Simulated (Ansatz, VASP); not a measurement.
# F (F2 molecule) in two plane-wave programs

Aim: how closely do two programs agree when they are given the same cell, functional and k mesh? The structure shown is the start of the Ansatz relaxation below; VASP solves that cell, so the two are compared at the walk's first step.

Program: Ansatz 0.2.0. Level of theory: plane waves, with VASP 6.6.1 beside it; single point at PBE0. Results are calculated unless marked as measured.

## (1) The starting structure

The cell holds 2 atoms: 2 F. Its edges and angles: a = 12.000 Å, b = 12.500 Å, c = 13.000 Å, α = 90.0°, β = 90.0°, γ = 90.0°. Vacuum lies along a, b and c.

## (2) Ansatz: relaxation, PBE0

Ansatz runs on its PAW soft_1 files.

The two programs are compared at the cell with which this relaxation starts, whose forces are those of its first step.

File input.yaml:

```yaml
crystal:
  lattice:
    - [12.0, 0.0, 0.0]
    - [0.0, 12.5, 0.0]
    - [0.0, 0.0, 13.0]
  atoms:
    - { symbol: F, position: [0.45, 0.47, 0.4462468727] }
    - { symbol: F, position: [0.45, 0.47, 0.5537531273] }
basis:
  ecutwfc: 420
  xc_grid: 2
hamiltonian:
  xc: pbe0
  pseudopotentials: { kind: paw, azcp: { folder: soft_1 } }
kpoints:
  mp_grid: { grid: [1, 1, 1] }
scf:
  occupations: { method: fixed }
  max_iter: 150
output:
  forces: true
relax:
  f_tol: 0.01
  max_steps: 60
checkpoint:
  write: "../F.pbe0.run"
  compress: false
  write_wavefunctions: false
  write_every: 100000
```

Command:

```console
$ ansatz run input.yaml --threads 4 --pin off --max-ram 13189MiB --backend cpu --events-out ev --progress --plain --runs-dir out
```

Numbers of over 12 decimals in the logs are rounded to 6 here.

What it wrote:

```text
Engine: ansatz 0.2.0, aarch64-unknown-linux-gnu
Pseudopotentials: kind: paw
Pseudopotential: F, paw, valence charge 7, recommended cutoff 420 eV (normal), soft_1/F.paw.azcp
Functional definition: PBE0
  parameter a = 0.25
  parameter kappa = 0.804
  parameter beta = 0.066725
  exchange = (1 - a)*pbe_x(kappa = kappa, mu = beta*pi^2/3) + a*exact_x
  correlation = pbe_c(beta = beta)
davidson cushion auto → on  (no smearing: the cushion is to keep the highest requested band from converging to the state above it; pin scf.eigensolver.cushion to override)
Crystal: 2 atoms, lattice volume = 1950.000 Å³
Basis set: ecut = 420 eV, 38063 PW (Γ), exchange–correlation on 162×180×180 points (8 copies of the dense FFT grid, shifted against one another)
Bands: 11, of which v1, the nominal top of the filled ones, is band 7 counted from 1 (6 counted from 0)
Symmetry: 8 space group operations
Space group: Pmmm (ITA 47), of the structure as read, at distance tolerance 1.2e-4 Å
k-points: 1
Non-local potential: F, projectors of the file, l = 0: 2, l = 1: 2, l = 2: 1
PAW form: soft (Blöchl's): semilocal exchange-correlation on the pseudo side does not see the compensation charge
PAW frozen core: F, regenerated for the run's functional, and the local potential with it (the file was generated under x = pbe(κ = 0.804, μ = 0.219515), c = pbe(β = 0.066725))
PAW one-centre angular grid: F, 110 points (default); XC on 64 Gauss nodes
Initial density: superposition of atomic densities (neutral atoms: chi_scale 0, normalization atom)
Initial wavefunctions: pseudopotential atomic-orbital guess
Functional: x = pbe(κ = 0.804, μ = 0.219515), c = pbe(β = 0.066725), warm-up for x = 0.75 pbe(κ = 0.804, μ = 0.219515) + 0.25 exact, c = pbe(β = 0.066725)
iter 1 solved again at ethr=1.32e-2 eV; its pass at ethr=1.00e-1 eV (dr2=1.84e0 eV) is discarded
SCF iter   1: F=—  HF=-1612.001131 eV  |F-HF|=—  |Δ(HF+E_count)|=         —  Δρ=2.12e-2  dr2=1.78e0  ethr=1.32e-2  ⟨swp⟩=11.0  Hψ=80  notcnv=0
preconditioner: auto → none  [insulator: Δε(μ)=4.948 eV  Ē_g=11.113 eV  n_scr=56 (ndim 8)  ℏωp=2.7 eV  f_vac=0.960]
SCF iter   2: F=—  HF=-1611.317502 eV  |F-HF|=—  |Δ(HF+E_count)|=   6.84e-1  Δρ=9.52e-3  dr2=3.01e-1  ethr=1.27e-2  ⟨swp⟩=4.0  Hψ=28  notcnv=0
iter 3 solved again at ethr=2.25e-5 eV; its pass at ethr=2.15e-3 eV (dr2=3.15e-3 eV) is discarded
SCF iter   3: F=—  HF=-1611.200492 eV  |F-HF|=—  |Δ(HF+E_count)|=   1.17e-1  Δρ=9.47e-4  dr2=2.57e-3  ethr=2.25e-5  ⟨swp⟩=5.0  Hψ=69  notcnv=0  defer=2
eigensolver tolerance schedule: the retry pair's looser diagonalisation over-reported the residual by 0.22 of it (diagonalisation noise at 0.23 of the residual, at the tolerance the schedule requests for it); recorded, not acted on — ethr = c·dr2/N_el stays at c = 1.0e-1
SCF iter   4: F=—  HF=-1611.200195 eV  |F-HF|=—  |Δ(HF+E_count)|=   2.97e-4  Δρ=1.10e-4  dr2=5.01e-5  ethr=1.84e-5  ⟨swp⟩=4.0  Hψ=31  notcnv=0  defer=2
SCF iter   5: F=—  HF=-1611.200310 eV  |F-HF|=—  |Δ(HF+E_count)|=   1.16e-4  Δρ=6.40e-5  dr2=3.50e-5  ethr=3.58e-7  ⟨swp⟩=5.0  Hψ=45  notcnv=0  defer=2
SCF iter   6: F=—  HF=-1611.200297 eV  |F-HF|=—  |Δ(HF+E_count)|=   1.32e-5  Δρ=1.01e-5  dr2=7.15e-7  ethr=2.50e-7  ⟨swp⟩=5.0  Hψ=37  notcnv=0  defer=1
SCF iter   7: F=-1611.200297 eV  HF=-1611.200297 eV  |F-HF|=6.31e-9  |Δ(HF+E_count)|=   2.54e-7  Δρ=1.05e-6  dr2=1.02e-8  ethr=5.11e-9  ⟨swp⟩=5.0  Hψ=40  notcnv=0  defer=2
SCF 1 converged in 7 iterations: F = -1611.200297 eV  dr2 = 1.02e-8
  greatest PAW one-centre occupation: 0.938 electrons in one spin orbital (limit 2), on the F atom at site 1 (counted from 0), in its partial waves of l = 0
Initial density: handed on by an earlier stage of this run
Initial wavefunctions: those handed on with the density
Functional: x = 0.75 pbe(κ = 0.804, μ = 0.219515) + 0.25 exact, c = pbe(β = 0.066725)
Exchange kernel: α = 0.2500, full range, Wigner–Seitz truncation, v(0) = 5346.5315 eV·Å³, q-mesh 1×1×1, nearest image of the exchange supercell L = 12.00 Å, pair-density grid 81×81×90, without the augmentation charges, whose exchange is taken in its separable form (the finest that the files' search goes to)
Frozen-core exchange: fock
iter 1 solved again at ethr=3.61e-5 eV; its pass at ethr=1.00e-1 eV (dr2=5.05e-3 eV) is discarded
SCF iter   1: F=—  HF=-1610.710008 eV  |F-HF|=—  |Δ(HF+E_count)|=         —  Δρ=9.81e-4  dr2=6.44e-3  ethr=3.61e-5  ⟨swp⟩=13.0  Hψ=85  notcnv=0
preconditioner: auto → none  [insulator: Δε(μ)=7.960 eV  Ē_g=13.771 eV  n_scr=56 (ndim 8)  ℏωp=2.7 eV  f_vac=0.961]
SCF iter   2: F=—  HF=-1610.707558 eV  |F-HF|=—  |Δ(HF+E_count)|=   2.45e-3  Δρ=4.77e-4  dr2=1.43e-3  ethr=3.61e-5  ⟨swp⟩=3.0  Hψ=27  notcnv=0
SCF iter   3: F=—  HF=-1610.711629 eV  |F-HF|=—  |Δ(HF+E_count)|=   4.07e-3  Δρ=1.66e-4  dr2=2.63e-4  ethr=7.98e-6  ⟨swp⟩=5.0  Hψ=38  notcnv=0
[...]
SCF 10 converged in 2 iterations: F = -1610.720291 eV  dr2 = 1.81e-10
hybrid outer 1: dexx = +2.672e-11 eV, tail = 1.78e-10 eV
Exchange kernel: α = 0.2500, full range, Wigner–Seitz truncation, v(0) = 5346.5315 eV·Å³, q-mesh 1×1×1, nearest image of the exchange supercell L = 12.00 Å, pair-density grid 81×81×90, without the augmentation charges, whose exchange is taken in its separable form (the finest that the files' search goes to)
Frozen-core exchange: fock
SCF iter   1: F=—  HF=-1610.720291 eV  |F-HF|=—  |Δ(HF+E_count)|=         —  Δρ=1.47e-7  dr2=7.82e-11  ethr=6.35e-12  ⟨swp⟩=7.0  Hψ=38  notcnv=0
SCF iter   2: F=-1610.720291 eV  HF=-1610.720291 eV  |F-HF|=4.28e-10  |Δ(HF+E_count)|=   1.09e-9  Δρ=6.40e-8  dr2=1.13e-11  ethr=1.00e-12  ⟨swp⟩=12.0  Hψ=51  notcnv=0
SCF 11 converged in 2 iterations: F = -1610.720291 eV  dr2 = 1.13e-11
  Residual-converged pass: ⟨swp⟩=3.0  Hψ=28  notcnv=0  max |occ|·‖R‖ = 2.8e-8 eV (tolerance 1.4e-7 eV)  dr2=1.01e-11  dr2_onsite=6.49e-12  max |Δocc| = 0.0e0
hybrid outer 2: dexx = +1.421e-13 eV, tail = 3.63e-11 eV, Δε = 3.12e-6 eV (about 3.23e-6 eV left of the loop's levels), ΔF = 4.88e-5 eV/Å (tail 4.20e-5)
relax step   4: F+E_penalty+E_count = -1610.72029071 eV  Δ(F+E_penalty+E_count) = -2.219e-10 eV  max|allowed force component| = 1.341e-2 eV/Å  Δτ_max = 0.0000 Å  (4 SCF iters, accepted)
[...]
relax step   5: F+E_penalty+E_count = -1610.72028810 eV  Δ(F+E_penalty+E_count) = +2.606e-6 eV  max|allowed force component| = 2.007e-2 eV/Å  Δτ_max = 0.0004 Å  (8 SCF iters, rejected (line search))
[...]
relax step   6: F+E_penalty+E_count = -1610.72029284 eV  Δ(F+E_penalty+E_count) = -2.130e-6 eV  max|allowed force component| = 8.030e-5 eV/Å  Δτ_max = 0.0002 Å  (8 SCF iters, accepted)
hybrid SCF converged: 2 outer / 8 inner (+0 warm-up), last move |dexx| = 2.78e-9 eV, tail = 3.78e-10 eV
Stability not checked: this state was not tested for a lower state beside it, because the functional holds exact exchange (a hybrid, or Hartree-Fock), whose exchange loop this test does not read (fock_operator; see scf.lower_state_search)
Free energy (F): -1610.720293 eV
Frozen-core exchange: fock
Harris-Foulkes:  -1610.720293 eV  (|F-HF|=3.12e-10)
Internal energy: -1610.720293 eV  (E = F + TS)
E sigma→0 (E₀):  -1610.720293 eV
Fermi energy:    -11.556604 eV
--- Per-component energies (eV) ---
  E_band       = -280.293064
  E_kinetic    = 389.818640
  E_local      = -3149.533630  (includes V_loc(G=0)·N_el)
  E_nonlocal   = 171.214413
  E_hartree    = 1341.926878
  E_xc         = -116.410232
  E_vxc        = -149.145507  (∫ρ·V_xc dr)
  E_exx        = -57.461787  (= α·E_x^exact, valence–valence)
  E_paw        = -383.938581  (= ΣΔE_a)
  E_vpaw       = -111.579036  (= ΣTr[D̂ρ^β])
  E_aug_tail   = 0.001516  (compensation charges beyond the density's cutoff)
  E_ewald      = 193.719733
  E_core_change = -0.057242  (= ΣΔE_core)
  E_smearing   = -0.000000  (= −TS)
  E_closure    = 0.000000  (closes the sum)
  Σ components = -1610.720293   (vs F -1610.720293, Δ=0.00e0)
--- Forces (eV/Å), atoms counted from 1 ---
  atom   1  F     -0.00000000     0.00000000     0.00008030
  atom   2  F     -0.00000000     0.00000000    -0.00008030
  max |Σ_I F_I| component: 6.62e-24 eV/Å
--- Band table (eV) ---
  k-point 0: bands = ["-38.1901", "-30.8912", "-17.0381", "-15.4570", "-15.4570", "-11.5566", "-11.5566", "-3.2901", "-0.0468"]
  guard bands above this table: 2 of the run's 11 bands. The solve was not asked for them (output.publish_guard_bands: true or output.eigenvalues: true publishes all)
--- Relaxed structure (6 steps of the walk, 5 accepted, 0 SCFs on fresh bases) ---
  F+E_penalty+E_count = -1610.72029284 eV   max|allowed force component| = 8.030e-5 eV/Å
  atoms:
    - { symbol: F, position: [0.45, 0.470000, 0.447046] }
    - { symbol: F, position: [0.45, 0.470000, 0.552954] }
```

The column dr2 measures how far the density is from self-consistency, as an energy; F and HF (Harris–Foulkes) agree once it is small.

## (3) VASP: single point, PBE0, start cell

The same cell, functional and mesh now go to VASP, with its own data sets.

Lines of VASP's logs that name or quote its potential files are left out, and so is its time.

The run reads the wave functions of an earlier VASP run, which isn't shown here.

File INCAR:

```
SYSTEM = F
PREC = Accurate
ENCUT = 1010
EDIFF = 1E-06
NELM = 100
ISMEAR = 0
SIGMA = 0.01
LREAL = .FALSE.
ALGO = Normal
LHFCALC = .TRUE.
AEXX = 0.25
GGA = PE
LASPH = .TRUE.
NBANDS = 13
PRECFOCK = Fast
LORBIT = 11
LWAVE = .FALSE.
LCHARG = .FALSE.
ISIF = 2
```

File POSCAR:

```
F
1.0
   12.0000000000      0.0000000000      0.0000000000
    0.0000000000     12.5000000000      0.0000000000
    0.0000000000      0.0000000000     13.0000000000
F
2
Direct
    0.4500000000      0.4700000000      0.4462468462
    0.4500000000      0.4700000000      0.5537531538
```

File KPOINTS:

```
Automatic mesh
0
Gamma
1 1 1
0 0 0
```

The projector-augmented-wave data sets are F_h (PBE family, release 64).

Command:

```console
$ export OMP_NUM_THREADS=5
$ mpirun -np 1 vasp_gam
```

What it wrote:

```text
[banner, memory and clock lines left out]
running    1 mpi-ranks, on    1 nodes
 distrk:  each k-point on    1 cores,    1 groups
 distr:  one band on    1 cores,    1 groups
 Offloading initialized ...    1 GPUs detected
 POSCAR found type information on POSCAR F
 POSCAR found :  1 types and       2 ions
 LDA part: xc-table for (Slater+PW92), standard interpolation
 found WAVECAR, reading the header
 POSCAR, INCAR and KPOINTS ok, starting setup
 FFT: planning ... GRIDC
 FFT: planning ... GRID_SOFT
 FFT: planning ... GRID
 reading WAVECAR
 the WAVECAR file was read successfully
 initial charge from wavefunction
 entering main loop
       N       E                     dE             d eps       ncg     rms          rms(c)
DAV:   1    -0.728757155025E+01   -0.72876E+01   -0.50358E-01    26   0.831E+00    0.569E-01
DAV:   2    -0.729267746297E+01   -0.51059E-02   -0.22772E-02    47   0.128E+00    0.389E-01
DAV:   3    -0.729145052577E+01    0.12269E-02   -0.33613E-04    47   0.145E-01    0.234E-01
DAV:   4    -0.729094764908E+01    0.50288E-03   -0.33914E-04    34   0.124E-01    0.139E-01
DAV:   5    -0.729079448636E+01    0.15316E-03   -0.97068E-05    52   0.791E-02    0.818E-02
DAV:   6    -0.729074917872E+01    0.45308E-04   -0.22373E-05    34   0.497E-02    0.472E-02
DAV:   7    -0.729074134450E+01    0.78342E-05   -0.73015E-06    44   0.326E-02    0.270E-02
DAV:   8    -0.729074619205E+01   -0.48475E-05   -0.28383E-06    34   0.193E-02    0.156E-02
DAV:   9    -0.729075455697E+01   -0.83649E-05   -0.12754E-06    34   0.116E-02    0.927E-03
DAV:  10    -0.729076276727E+01   -0.82103E-05   -0.61845E-07    34   0.726E-03    0.568E-03
DAV:  11    -0.729076877180E+01   -0.60045E-05   -0.36014E-07    34   0.513E-03    0.364E-03
DAV:  12    -0.729077407961E+01   -0.53078E-05   -0.22326E-07    34   0.444E-03    0.247E-03
DAV:  13    -0.729077858883E+01   -0.45092E-05   -0.11095E-07    18   0.330E-03    0.174E-03
DAV:  14    -0.729078256440E+01   -0.39756E-05   -0.16047E-07    44   0.227E-03    0.139E-03
[...]
DAV:  25    -0.729081314302E+01   -0.20052E-05   -0.88759E-09    28   0.526E-04    0.274E-04
DAV:  26    -0.729081494172E+01   -0.17987E-05   -0.83247E-09    18   0.533E-04    0.247E-04
DAV:  27    -0.729081655415E+01   -0.16124E-05   -0.83718E-09    23   0.516E-04    0.222E-04
DAV:  28    -0.729081799456E+01   -0.14404E-05   -0.77409E-09    23   0.500E-04    0.201E-04
DAV:  29    -0.729081928308E+01   -0.12885E-05   -0.72100E-09    23   0.482E-04    0.182E-04
DAV:  30    -0.729082042904E+01   -0.11460E-05   -0.65623E-09    18   0.449E-04    0.165E-04
DAV:  31    -0.729082145348E+01   -0.10244E-05   -0.57884E-09    23   0.435E-04    0.149E-04
DAV:  32    -0.729082236413E+01   -0.91066E-06   -0.52517E-09    18   0.392E-04
   1 F= -.72908224E+01 E0= -.72908224E+01  d E =-.168380E-32
```

From OUTCAR (step 3):

```text
ion  position               nearest neighbor table
   1  0.450  0.470  0.446-   2 1.40
   2  0.450  0.470  0.554-   1 1.40

  LATTYP: Found a simple orthorhombic cell.
 ALAT       =    12.0000000000
 B/A-ratio  =     1.0416666667
 C/A-ratio  =     1.0833333333

 Subroutine GETGRP returns: Found  8 space group operations
 (whereof  2 operations were pure point group operations)

The static configuration has the point symmetry C_1h.
 The point group associated with its full space group is D_2h.

 Found      1 irreducible k-points:

   k-points           NKPTS =      1   k-points in BZ     NKDIM =      1   number of bands    NBANDS=     13

   dimension x,y,z NGX =   126 NGY =  140 NGZ =  140
   dimension x,y,z NGXF=   252 NGYF=  280 NGZF=  280

   ENCUT  = 1010.0 eV  74.23 Ry    8.62 a.u.  31.10 32.39 33.69*2*pi/ulx,y,z

   NELECT =      14.0000    total number of electrons

 k-points in reciprocal lattice and weights: Automatic mesh
   0.00000000  0.00000000  0.00000000       1.000

  exchange ACFDT corr.  =         0.00000000  see jH, gK, PRB 81, 115126

 average (electrostatic) potential at core
       1-134.7432       2-134.7432

 E-fermi : -11.5898

 k-point     1 :       0.0000    0.0000    0.0000
  band No.  band energies     occupation
    ...
      3     -16.9510      2.00000
      4     -15.3567      2.00000
      5     -15.3566      2.00000
      6     -11.6741      2.00000
      7     -11.6740      2.00000
      8      -3.6753      0.00000
      9      -0.0801      0.00000
     10       0.7445      0.00000
     11       0.8392      0.00000
     12       0.9033      0.00000
    ...

  Total       -0.0344196     -0.0333642     -1.1795319      0.0000000      0.0000000      0.0000000
  in kB       -0.0282802     -0.0274130     -0.9691381      0.0000000      0.0000000      0.0000000
  external PRESSURE =      -0.3416104 kB  Pullay stress =       0.0000000 kB

  energy-cutoff  :     1010.00
  volume of cell :     1950.00
      direct lattice vectors                 reciprocal lattice vectors
    12.000000000  0.000000000  0.000000000     0.083333333  0.000000000  0.000000000
     0.000000000 12.500000000  0.000000000     0.000000000  0.080000000  0.000000000
     0.000000000  0.000000000 13.000000000     0.000000000  0.000000000  0.076923077

 POSITION                                       TOTAL-FORCE (eV/Angst)
 -----------------------------------------------------------------------------------
      5.40000      5.87500      5.80121         0.000000      0.000000      0.792686
      5.40000      5.87500      7.19879         0.000000      0.000000     -0.792686
 -----------------------------------------------------------------------------------
    total drift:                                0.013616      0.004066      0.000000

  FREE ENERGIE OF THE ION-ELECTRON SYSTEM (eV)
  ---------------------------------------------------
  free  energy   TOTEN  =        -7.2908223641 eV

  energy  without entropy=       -7.2908223641  energy(sigma->0) =       -7.29082236

 total charge
# of ion       s       p       d       tot
------------------------------------------
    1        1.335   3.068   0.000   4.404
    2        1.335   3.068   0.000   4.404
--------------------------------------------------
tot          2.671   6.137   0.000   8.807
```

The run ends at a pressure of -0.03 GPa, with forces up to 0.79 eV/Å.

## (4) Comparison

Known differences besides the potentials themselves: exact exchange at q = 0 is treated differently, which shows on coarse meshes; VASP keeps PBE cores, Ansatz makes them for the functional; fixed occupations in Ansatz, narrow Gaussian smearing in VASP; the cutoff is 420 eV in Ansatz and 1010 eV in VASP; VASP takes a coarser grid for exact exchange (PRECFOCK = Fast). Total energies have different zeros and are not compared.

Forces (eV/Å; atoms numbered as in POSCAR):

| atom | Ansatz x, y, z | VASP x, y, z |
| --- | --- | --- |
| F1 | 0.000, 0.000, 0.822 | 0.000, 0.000, 0.793 |
| F2 | 0.000, 0.000, -0.822 | 0.000, 0.000, -0.793 |

The forces differ by 17 meV/Å r.m.s., which is 3.7 % of the r.m.s. force of 0.458 eV/Å (both taken over all components).

## (5) Outcome

* r.m.s. force difference (single point, PBE0, start cell): 3.7 % of the r.m.s. force

The r.m.s. force difference is 3.7 % of the r.m.s. force (single point, PBE0, start cell), beyond the 3 % picked in this series as the mark of a large difference. What causes the difference of the single point, PBE0, start cell pair stays open here. 1 further run of this series is not shown here. Such differences can come from data sets, numerical settings and the points named under the comparisons, not from the functional's error against experiment.

[Lines on the potential files, build, host, timing and source positions are cut from VASP's logs without a mark.]

[Logs are printed without paths, hosts, clocks, repeated set-up lines and the standing remarks that a program may print on its own settings, such as how far it seeks lower states.]

[Hosts, paths, dates, database ids (printed as entryN), source tags and the programs' standing remarks are cut or masked in the printed files.]
